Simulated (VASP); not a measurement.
# LuBe (Pm-3m) in VASP: further runs

One crystal, LuBe, is run at these levels: PBE, PBEsol, PBE+D3(BJ); tasks: relaxation of cell and atoms, relaxation of the atoms, single point.

Program: VASP 6.6.1. These are calculated values, not measurements. Logs are shortened: lines on timing, memory, paths and dates and some standing lists are left out, and cuts for length are marked.

### Step 1. Starting point

The structure is cubic, space group Pm-3m (No. 221). The conventional cell has a = 3.320 Å, b = 3.320 Å, c = 3.320 Å, α = 90.00°, β = 90.00°, γ = 90.00°. Around Lu (site symmetry m-3m) lie 8 Be at 2.88 Å. Be (site symmetry m-3m) has 8 Lu at 2.88 Å as nearest neighbours.

The cell was built by a generator and needn't be a form met in nature.

### Step 2. Relaxation of cell and atoms, PBE

INCAR

```
PREC = Accurate
ENCUT = 600
EDIFF = 1E-7
ISMEAR = 1
SIGMA = 0.1
LREAL = False
LASPH = True
NELM = 100
ALGO = Normal
ISIF = 3
LWAVE = False
LCHARG = False
GGA = PE
IBRION = 2
NSW = 60
EDIFFG = -0.01
```

KPOINTS

```
Automatic mesh
0
Gamma
  8 8 8
```

POSCAR

```
LuBe
1.0
    3.3203700000      0.0000000000      0.0000000000
    0.0000000000      3.3203700000      0.0000000000
    0.0000000000      0.0000000000      3.3203700000
Lu Be
1 1
Direct
    0.0000000000      0.0000000000      0.0000000000
    0.5000000000      0.5000000000      0.5000000000
```

Potentials or basis: VASP PAW PBE potentials, release 64 (Lu, Be).

Run with:

```
cat potpaw_PBE.64/Lu/POTCAR potpaw_PBE.64/Be/POTCAR > POTCAR
mpirun -np 1 vasp_std > vasp.out
```

OUTCAR:

```text
PREC = Accurate
   ENCUT = 600
   EDIFF = 1E-7
   ISMEAR = 1
   LREAL = False
   LASPH = True
   NELM = 100
   ISIF = 3
   GGA = PE
   IBRION = 2
   NSW = 60
   EDIFFG = -0.01

 ion  position               nearest neighbor table
   1  0.000  0.000  0.000-   2 2.88   2 2.88   2 2.88   2 2.88   2 2.88   2 2.88   2 2.88   2 2.88

   2  0.500  0.500  0.500-   1 2.88   1 2.88   1 2.88   1 2.88   1 2.88   1 2.88   1 2.88   1 2.88

  LATTYP: Found a simple cubic cell.
 ALAT       =     3.3203700000

  Lattice vectors:

 A1 = (   3.3203700000,   0.0000000000,   0.0000000000)
 A2 = (   0.0000000000,   3.3203700000,   0.0000000000)
 A3 = (   0.0000000000,   0.0000000000,   3.3203700000)

Analysis of symmetry for initial positions (statically):
=====================================================================
 Subroutine PRICEL returns:
 Original cell was already a primitive cell.

 Routine SETGRP: Setting up the symmetry group for a
 simple cubic supercell.

 Subroutine GETGRP returns: Found 48 space group operations
 (whereof 48 operations were pure point group operations)
 out of a pool of 48 trial point group operations.

The static configuration has the point symmetry O_h .

Analysis of symmetry for dynamics (positions and initial velocities):
=====================================================================
 Subroutine PRICEL returns:
 Original cell was already a primitive cell.

 Routine SETGRP: Setting up the symmetry group for a
 simple cubic supercell.

 Subroutine GETGRP returns: Found 48 space group operations
 (whereof 48 operations were pure point group operations)
 out of a pool of 48 trial point group operations.

The dynamic configuration has the point symmetry O_h .

 Subroutine INISYM returns: Found 48 space group operations
 (whereof 48 operations are pure point group operations),
 and found     1 'primitive' translations

----------------------------------------------------------------------------------------

                                     Primitive cell

  volume of cell :      36.6066

  direct lattice vectors                    reciprocal lattice vectors
     3.320370000  0.000000000  0.000000000     0.301171255  0.000000000  0.000000000
     0.000000000  3.320370000  0.000000000     0.000000000  0.301171255  0.000000000
     0.000000000  0.000000000  3.320370000     0.000000000  0.000000000  0.301171255

  length of vectors
     3.320370000  3.320370000  3.320370000     0.301171255  0.301171255  0.301171255

  position of ions in fractional coordinates (direct lattice)
     0.000000000  0.000000000  0.000000000
     0.500000000  0.500000000  0.500000000

  ion indices of the primitive-cell ions
   primitive index   ion index
                 1           1
                 2           2

----------------------------------------------------------------------------------------

 KPOINTS: Automatic mesh

Automatic generation of k-mesh.
 Grid dimensions read from file:
 generate k-points for:    8    8    8

 Generating k-lattice:

  Cartesian coordinates                     Fractional coordinates (reciprocal lattice)
     0.037646407  0.000000000  0.000000000     0.125000000  0.000000000  0.000000000
     0.000000000  0.037646407  0.000000000     0.000000000  0.125000000  0.000000000
     0.000000000  0.000000000  0.037646407     0.000000000  0.000000000  0.125000000

  Length of vectors
     0.037646407  0.037646407  0.037646407

  Shift w.r.t. Gamma in fractional coordinates (k-lattice)
     0.000000000  0.000000000  0.000000000

 Subroutine IBZKPT returns following result:
 ===========================================

 Found     35 irreducible k-points:

 Following reciprocal coordinates:
            Coordinates               Weight
  0.000000  0.000000  0.000000      1.000000
  0.125000  0.000000  0.000000      6.000000
  0.250000  0.000000  0.000000      6.000000
  0.375000  0.000000  0.000000      6.000000
  0.500000  0.000000  0.000000      3.000000
  0.125000  0.125000  0.000000     12.000000
[... 16 lines left out ...]
  0.375000  0.375000  0.125000     24.000000
  0.500000  0.375000  0.125000     24.000000
 [... further k-points ...]
   k-points           NKPTS =     35   k-points in BZ     NKDIM =     35   number of bands    NBANDS=     17
   number of dos      NEDOS =    301   number of ions     NIONS =      2
   total plane-waves  NPLWV =  21952
   dimension x,y,z NGX =    28 NGY =   28 NGZ =   28
   dimension x,y,z NGXF=    56 NGYF=   56 NGZF=   56
   ions per type =               1   1
   NGX,Y,Z   is equivalent  to a cutoff of  14.02, 14.02, 14.02 a.u.
   NGXF,Y,Z  is equivalent  to a cutoff of  28.04, 28.04, 28.04 a.u.
 SYSTEM =  unknown system
   PREC   = accura    normal or accurate (medium, high low for compatibility)
   ISTART =      0    job   : 0-new  1-cont  2-samecut
   ICHARG =      2    charge: 1-file 2-atom 10-const
   ISPIN  =      1    spin polarized calculation?
   LNONCOLLINEAR =      F non collinear calculations
   LSORBIT =      F    spin-orbit coupling
   LASPH  =      T    aspherical Exc in radial PAW
   ENCUT  =  600.0 eV  44.10 Ry    6.64 a.u.   6.63  6.63  6.63*2*pi/ulx,y,z
   NELM   =    100;   NELMIN=  2; NELMDL= -5     # of ELM steps
   EDIFF  = 0.1E-06   stopping-criterion for ELM
   LREAL  =      F    real-space projection
   EDIFFG = -.1E-01   stopping-criterion for IOM
   NSW    =     60    number of steps for IOM
   IBRION =      2    ionic relax: 0-MD 1-quasi-New 2-CG
   NFREE  =      1    steps in history (QN), initial steepest desc. (CG)
   ISIF   =      3    stress and relaxation
   ISYM   =      2    0-nonsym 1-usesym 2-fastsym
   POTIM  = 0.5000    time-step for ionic-motion
   TEBEG  =    0.0;   TEEND  =   0.0 temperature during run
   PSTRESS=    0.0 pullay stress
   NELECT =      27.0000    total number of electrons
   NUPDOWN=      -1.0000    fix difference up-down
   EMIN   =  10.00;   EMAX   =-10.00  energy-range for DOS
   EFERMI =   0.00;   METHOD = LEGACY
   ISMEAR =     1;   SIGMA  =   0.10  broadening in eV -4-tet -1-fermi 0-gaus
   EFERMI_NEDOS =   21; number of points for ismear=-14 and -15
   IALGO  =     38    algorithm
   IMIX   =      4    mixing-type and parameters
     AMIX     =   0.40;   BMIX     =  1.00
     AMIX_MAG =   1.60;   BMIX_MAG =  1.00
  volume/ion in A,a.u.               =      18.30       123.52
  Fermi-wavevector in a.u.,A,eV,Ry     =   1.479141  2.795171 29.767621  2.187858
  Thomas-Fermi vector in A             =   2.593335
   LORBIT       =      0    0 simple, 1 ext, 2 COOP (PROOUT), +10 PAW based schemes
   GGA     = PE    functional components
   LHFCALC =     F    Hartree Fock is set to
   AEXX    =    0.0000 exact exchange contribution
   IVDW    =     0    specifies the selected vdW correction
   LEPSILON=     F    determine dielectric tensor
   LRPA    =     F    only Hartree local field effects (RPA)
 conjugate gradient relaxation of ions
 non-spin polarized calculation
 Methfessel and Paxton  Order N= 1 SIGMA  =   0.10
  energy-cutoff  :      600.00
  volume of cell :       36.61
 maximum number of plane-waves:      1236
 NGX is ok and might be reduce to    28
   NGX = 13   NGY = 13   NGZ = 13

--------------------------------------- Ionic step        1  -------------------------------------------

 number of electron      26.9999988 magnetization

 Free energy of the ion-electron system (eV)
  ---------------------------------------------------
  ext. energy  EPLUGINS =         0.00000000
  ---------------------------------------------------
  free energy    TOTEN  =        -8.16371313 eV

  energy without entropy =       -8.16224112  energy(sigma->0) =       -8.16322246

------------------------ aborting loop because EDIFF is reached ----------------------------------------

  FORCE on cell =-STRESS in cart. coord.  units (eV):
  Direction    XX          YY          ZZ          XY          YZ          ZX
  --------------------------------------------------------------------------------------
  -------------------------------------------------------------------------------------
  Total        0.0934375      0.0934375      0.0934375      0.0000000      0.0000000      0.0000000
  in kB        4.0895200      4.0895200      4.0895200      0.0000000      0.0000000      0.0000000
  external PRESSURE =       4.0895200 kB  Pullay stress =       0.0000000 kB
[... 57 lines left out ...]
  energy  without entropy=       -8.1625853666  energy(sigma->0) =       -8.16350513

--------------------------------------- Ionic step        3  -------------------------------------------

 number of electron      26.9999989 magnetization

 Free energy of the ion-electron system (eV)
  ---------------------------------------------------
  ext. energy  EPLUGINS =         0.00000000
  ---------------------------------------------------
  free energy    TOTEN  =        -8.16397508 eV

  energy without entropy =       -8.16258112  energy(sigma->0) =       -8.16351043

 E-fermi :   2.9388     XC(G=0): -10.7738

 val. band max:        2.9121551873   @ k =   0.1250   0.1250   0.0000
 cond. band min:       2.9431598690   @ k =   0.3750   0.2500   0.1250
 fundamental gap:      0.0310046817
 Fermi energy:         2.9388064843

 k-point     1 :       0.0000    0.0000    0.0000
  band No.  band energies     occupation
      1     -52.9476      2.00000
      2     -23.4555      2.00000
      3     -23.4555      2.00000
      4     -23.4555      2.00000
      5      -4.1699      2.00000
      6      -1.7140      2.00000
[... 9 lines left out ...]
     16       7.3559      0.00000
     17       7.3559      0.00000
[... 443 lines left out ...]
      1     -52.9145      2.00000
      2     -23.7994      2.00000
      3     -23.7377      2.00000
      4     -23.4442      2.00000
      5      -1.7549      2.00000
      6      -1.7439      2.00000
[... 9 lines left out ...]
     16       6.3979      0.00000
     17       6.8294      0.00000

 [... further k-points ...]

------------------------ aborting loop because EDIFF is reached ----------------------------------------

  FORCE on cell =-STRESS in cart. coord.  units (eV):
  Direction    XX          YY          ZZ          XY          YZ          ZX
  --------------------------------------------------------------------------------------
  -------------------------------------------------------------------------------------
  Total        0.0015136      0.0015136      0.0015136     -0.0000000     -0.0000000     -0.0000000
  in kB        0.0658775      0.0658775      0.0658775     -0.0000000     -0.0000000     -0.0000000
  external PRESSURE =       0.0658775 kB  Pullay stress =       0.0000000 kB
[... 17 lines left out ...]
  FREE ENERGIE OF THE ION-ELECTRON SYSTEM (eV)
  ---------------------------------------------------
  free  energy   TOTEN  =        -8.1639750796 eV

  energy  without entropy=       -8.1625811184  energy(sigma->0) =       -8.16351043

 reached required accuracy - stopping structural energy minimisation
```

Run time: 69 s. Hardware: 1 thread of Intel Xeon Platinum 8259CL at 2.50GHz (Skylake/Cascade Lake), shared host; peak memory 0.18 GiB.

What came out:

| Item | Value |
| --- | --- |
| Free energy | -8.1640 eV |
| Relaxed volume | 18.41 Å³/atom |
| Relaxed cell | a = 3.327 Å, b = 3.327 Å, c = 3.327 Å, α = 90.00°, β = 90.00°, γ = 90.00° |
| Space group after relaxing (to 0.05 Å) | Pm-3m (No. 221) |
| Energy gained by relaxing | 0.1 meV/atom |
| Ionic steps | 3 |
| Pressure after relaxing | 0.0 GPa |
| Band gap on the k mesh | none (metal or under the smearing width) |

The path:
```
step  energy change (eV)  largest force (eV/Å)  pressure (GPa)  volume (Å³)
   1              0.0000                0.0000            0.41        36.61
   2             -0.0003                0.0000           -0.09        36.85
   3             -0.0003                0.0000            0.01        36.81
```

Final structure:
```cif
data_structure
_symmetry_space_group_name_H-M 'P 1'
_symmetry_Int_Tables_number 1
_cell_length_a 3.3266
_cell_length_b 3.3266
_cell_length_c 3.3266
_cell_angle_alpha 90.000
_cell_angle_beta 90.000
_cell_angle_gamma 90.000
_cell_volume 36.81
loop_
_atom_site_label
_atom_site_type_symbol
_atom_site_fract_x
_atom_site_fract_y
_atom_site_fract_z
_atom_site_occupancy
Lu1 Lu 0.00000 0.00000 0.00000 1
Be1 Be 0.50000 0.50000 0.50000 1
```

Levels at points of the mesh, in eV from the Fermi level:
```csv
k point,band 11,band 12,band 13,band 14,band 15,band 16,band 17
"(0.00, 0.00, 0.00)",-4.64,-4.61,0.02,0.02,4.42,4.42,4.42
"(0.50, 0.00, 0.00)",-4.59,-4.12,-3.09,1.00,1.79,1.79,6.25
"(0.50, 0.50, 0.00)",-4.59,-3.31,-0.29,-0.29,-0.16,3.65,3.65
"(0.50, 0.50, 0.50)",-4.61,-2.10,-2.10,-2.10,1.87,5.94,5.94
```

The run has no spin-orbit coupling, so splittings on Lu are missing.

### Step 3. Relaxation of the atoms, PBEsol

INCAR

```
ALGO     = Normal         # electronic algorithm
EDIFF    = 1E-6           # SCF threshold, eV
EDIFFG   = -0.01          # ionic threshold
ENCUT    = 520            # plane-wave cutoff, eV
GGA      = PS             # functional
IBRION   = 2              # ionic algorithm
ISIF     = 2              # what is computed and relaxed
ISMEAR   = 1              # smearing method
LASPH    = T              # aspherical terms in the spheres
LCHARG   = F              # write CHGCAR
LREAL    = F              # projectors in reciprocal space
LWAVE    = F              # write WAVECAR
NELM     = 60             # most SCF steps
NSW      = 40             # ionic steps
PREC     = Accurate       # precision mode
SIGMA    = 0.1            # smearing width, eV
```

KPOINTS

```
k-points
0
Gamma
  8 8 8
```

POSCAR is that of step 2.

Potentials or basis: VASP PAW PBE potentials, release 64 (Lu, Be).

Run with:

```
cat potpaw_PBE.64/Lu/POTCAR potpaw_PBE.64/Be/POTCAR > POTCAR
mpirun -np 1 vasp_std > vasp.out
```

OUTCAR:

```text
EDIFF = 1E-6
   EDIFFG = -0.01
   ENCUT = 520
   GGA = PS
   IBRION = 2
   ISIF = 2
   ISMEAR = 1
   LASPH = T
   LREAL = F
   NELM = 60
   NSW = 40
   PREC = Accurate

 ion  position               nearest neighbor table
   1  0.000  0.000  0.000-   2 2.88   2 2.88   2 2.88   2 2.88   2 2.88   2 2.88   2 2.88   2 2.88

   2  0.500  0.500  0.500-   1 2.88   1 2.88   1 2.88   1 2.88   1 2.88   1 2.88   1 2.88   1 2.88

  LATTYP: Found a simple cubic cell.
 ALAT       =     3.3203700000

  Lattice vectors:

 A1 = (   3.3203700000,   0.0000000000,   0.0000000000)
 A2 = (   0.0000000000,   3.3203700000,   0.0000000000)
 A3 = (   0.0000000000,   0.0000000000,   3.3203700000)

Analysis of symmetry for initial positions (statically):
=====================================================================
 Subroutine PRICEL returns:
 Original cell was already a primitive cell.

 Routine SETGRP: Setting up the symmetry group for a
 simple cubic supercell.

 Subroutine GETGRP returns: Found 48 space group operations
 (whereof 48 operations were pure point group operations)
 out of a pool of 48 trial point group operations.

The static configuration has the point symmetry O_h .
[... 165 lines left out ...]

 val. band max:        2.8325127359   @ k =   0.0000   0.0000   0.0000
 cond. band min:       2.8580806375   @ k =   0.3750   0.2500   0.1250
 fundamental gap:      0.0255679016
 Fermi energy:         2.8456161166

 k-point     1 :       0.0000    0.0000    0.0000
  band No.  band energies     occupation
      1     -52.9864      2.00000
      2     -23.4897      2.00000
      3     -23.4897      2.00000
      4     -23.4897      2.00000
      5      -4.2680      2.00000
      6      -1.7523      2.00000
[... 457 lines left out ...]
      4     -23.4780      2.00000
      5      -1.7945      2.00000
      6      -1.7832      2.00000
[... 9 lines left out ...]
     16       6.3205      0.00000
     17       6.7323      0.00000

 [... further k-points ...]

------------------------ aborting loop because EDIFF is reached ----------------------------------------

  FORCE on cell =-STRESS in cart. coord.  units (eV):
  Direction    XX          YY          ZZ          XY          YZ          ZX
  --------------------------------------------------------------------------------------
  -------------------------------------------------------------------------------------
  Total       -0.4902843     -0.4902843     -0.4902843     -0.0000000     -0.0000000      0.0000000
  in kB      -21.4584881    -21.4584881    -21.4584881     -0.0000000     -0.0000000      0.0000000
  external PRESSURE =     -21.4584881 kB  Pullay stress =       0.0000000 kB

 VOLUME and BASIS-vectors are now :
 -----------------------------------------------------------------------------
  energy-cutoff  :      520.00
  volume of cell :       36.61
      direct lattice vectors                 reciprocal lattice vectors
     3.320370000  0.000000000  0.000000000     0.301171255  0.000000000  0.000000000
     0.000000000  3.320370000  0.000000000     0.000000000  0.301171255  0.000000000
     0.000000000  0.000000000  3.320370000     0.000000000  0.000000000  0.301171255

 POSITION                                       TOTAL-FORCE (eV/Angst)
 -----------------------------------------------------------------------------------
      0.00000      0.00000      0.00000         0.000000      0.000000      0.000000
      1.66019      1.66019      1.66019         0.000000      0.000000      0.000000
 -----------------------------------------------------------------------------------
    total drift:                               -0.000000     -0.000000     -0.000000

  FREE ENERGIE OF THE ION-ELECTRON SYSTEM (eV)
  ---------------------------------------------------
  free  energy   TOTEN  =        -8.8378051484 eV

  energy  without entropy=       -8.8359015335  energy(sigma->0) =       -8.83717061

 reached required accuracy - stopping structural energy minimisation
```

Run time: 22 s. Hardware: 1 thread of Intel Xeon Platinum 8259CL at 2.50GHz (Skylake/Cascade Lake), shared host; peak memory 0.18 GiB.

Results:

| Quantity | Value |
| --- | --- |
| Free energy | -8.8378 eV |
| Pressure after relaxing | -2.1 GPa |
| Band gap on the k mesh | none (metal or under the smearing width) |

Final structure:
```
Lu Be
1.0
     3.32037    0.00000    0.00000
     0.00000    3.32037    0.00000
     0.00000    0.00000    3.32037
Lu Be
1 1
Direct
  0.00000 0.00000 0.00000
  0.50000 0.50000 0.50000
```

Caveat: the relaxation stopped at its first step, so nothing moved; the PAW data sets were made with another functional, which shifts forces and pressure a little. Spin-orbit coupling is left out, which matters for the levels of Lu.

[end of part 1 of 2]
